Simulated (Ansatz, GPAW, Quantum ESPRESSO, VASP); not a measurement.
## One structure in several programs: NaAsF6 (Fm-3m, 8 atoms in the cell)

Self-consistent single point.

```yaml
crystal:
  lattice:
    - [0.00000, 3.96592, 3.96592]
    - [3.96592, 0.00000, 3.96592]
    - [3.96592, 3.96592, 0.00000]
  atoms:
    - { symbol: Na, position: [0.50000, 0.50000, 0.50000] }
    - { symbol: As, position: [0.00000, 0.00000, 0.00000] }
    - { symbol: F, position: [0.78163, 0.78163, 0.21837] }
    - { symbol: F, position: [0.21837, 0.21837, 0.78163] }
    - { symbol: F, position: [0.21837, 0.78163, 0.78163] }
    - { symbol: F, position: [0.78163, 0.21837, 0.21837] }
    - { symbol: F, position: [0.78163, 0.21837, 0.78163] }
    - { symbol: F, position: [0.21837, 0.78163, 0.21837] }
```

Shared settings, as Ansatz (a first-principles code) writes them: kpoints.mp_grid.grid = 3 3 3; scf.occupations.method = fixed. Potentials and cutoffs stand in the table.

| code | model | pressure (GPa) | largest force (eV/Å) | gap on the mesh (eV) | cutoff |
|---|---|---|---|---|---|
| Ansatz | PBEsol, default PAW files made with PBE | 2.34 | 0.326 | 5.686 | default |
| GPAW | PBEsol, GPAW PAW datasets PBEsol (made by gpaw-setup) | – | 0.713 | 5.654 | 900 eV |
| VASP | PBEsol, VASP's PBE PAW potentials (set 64) | -4.88 | 0.595 | – | 400 eV |
| Quantum ESPRESSO | PBEsol, GBRV 1.5 ultrasoft (PBESOL) pseudopotentials | 5.81 | 1.019 | 5.597 | 40 Ry |

A dash marks a value that a program does not give, or that is left out as unsure.

No gap is tabulated for VASP: it is not read from that output, or partly filled or unconverged empty levels leave it unsure.

Gaps are read on the mesh.

The spread over the programs that give each value: pressure within 10.69 GPa; largest force within 0.693 eV/Å; gap on the mesh within 0.089 eV.

Ansatz's pressure is given at a fixed set of plane waves, as the other plane-wave codes print theirs; with its correction for the finite basis it is 2.97 GPa (the shift of 0.63 GPa shows how far the cutoff is from converged). The pressure of GPAW is left out: its cutoff lies under the one at which its stress was checked. In the force vectors, Ansatz (by 0.328) and Quantum ESPRESSO (by 0.365) lie more than 0.08 eV/Å from the median of the plane-wave programs.

On the base mesh (4 4 4) the same programs gave: GPAW gap on the mesh 5.654 eV; Quantum ESPRESSO pressure 5.82 GPa, gap on the mesh 5.597 eV; Ansatz pressure 2.32 GPa, gap on the mesh 5.686 eV; VASP pressure -4.80 GPa.

VASP's run is marked for a possible Pulay error in its stress at this cutoff; no cutoff test was made.

VASP ran the fixed occupations as a Gaussian smearing of 0.01 eV.

The starting cell comes from a database of computed structures (which also holds hypothetical and non-ambient phases and stackings), without a prior relaxation at this level. Its lattice was rescaled by a random factor within 2.5 % of one.

Left out of this page: ABINIT and SIESTA (not drawn, or without a comparable value); CP2K (on another mesh); FLEUR (with a known weakness of the program).

Keys are those of Ansatz 0.2.
